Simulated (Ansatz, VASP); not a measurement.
## Two plane-wave programs on Al3Ag

File INCAR:

```
  ALGO = Normal
  EDIFF = 1E-6
  ENCUT = 520
  ISIF = 2
  ISMEAR = 1
  LASPH = T
  LCHARG = F
  LREAL = F
  LWAVE = F
  NBANDS = 18
  NELM = 100
  PREC = Accurate
  SIGMA = 0.15
```

The input KPOINTS:

```
k-points
0
Gamma
  6 6 6
```

Contents of POSCAR:

```
Al3Ag
1.0
    4.0263476974      0.0000000000      0.0000000000
    0.0000000000      4.0263476974      0.0000000000
    0.0000000000      0.0000000000      4.0263476974
Al Ag
3 1
Direct
    0.0000000000      0.5000000000      0.5000000000
    0.5000000000      0.0000000000      0.5000000000
    0.5000000000      0.5000000000      0.0000000000
    0.0000000000      0.0000000000      0.0000000000
```

Input for Ansatz:

```yaml
crystal:
  lattice:
    - [4.026347697400222, 0.0, 0.0]
    - [0.0, 4.026347697400222, 0.0]
    - [0.0, 0.0, 4.026347697400222]
  atoms:
    - { symbol: Al, position: [0.0, 0.5, 0.5] }
    - { symbol: Al, position: [0.5, 0.0, 0.5] }
    - { symbol: Al, position: [0.5, 0.5, 0.0] }
    - { symbol: Ag, position: [0.0, 0.0, 0.0] }
accuracy: low
basis:
  ecutwfc: 500.0
kpoints:
  mp_grid:
    grid: [6, 6, 6]
hamiltonian:
  xc: lda
scf:
  max_iter: 200
  algorithm: direct_min
  n_extra_bands: 4
  self_checks: high
  occupations:
    method: cold
    width: 0.15
output:
  stress: true
```

The cell comes from a database or a generator and needn't be the stable form of this composition.

Alike in both runs: task single point; functional LDA; k mesh 6 × 6 × 6; no spin polarisation.

|  | VASP | Ansatz |
| --- | --- | --- |
| version | VASP 6.6.1 | Ansatz 0.2.0 |
| potentials or method | VASP PAW LDA potentials, release 64 (Al, Ag) | plane waves, PAW |
| plane-wave cutoff (eV) | 520 | 500 |
| occupations | methfessel-paxton of order 1, width 0.15 eV | cold, width 0.15 eV |
| valence electrons in the cell | 20 | 28 |

VASP gave:

* gap on the k mesh at the Fermi level (eV): none
* pressure (GPa): -2.1

**Question.** Which values does Ansatz return?

**Answer.** gap on the k mesh at the Fermi level (eV): none; pressure (GPa): -2.2.

A gap of «none» marks a metal or a gap that the smearing closes. The two sets of potentials don't hold the same shells in valence.
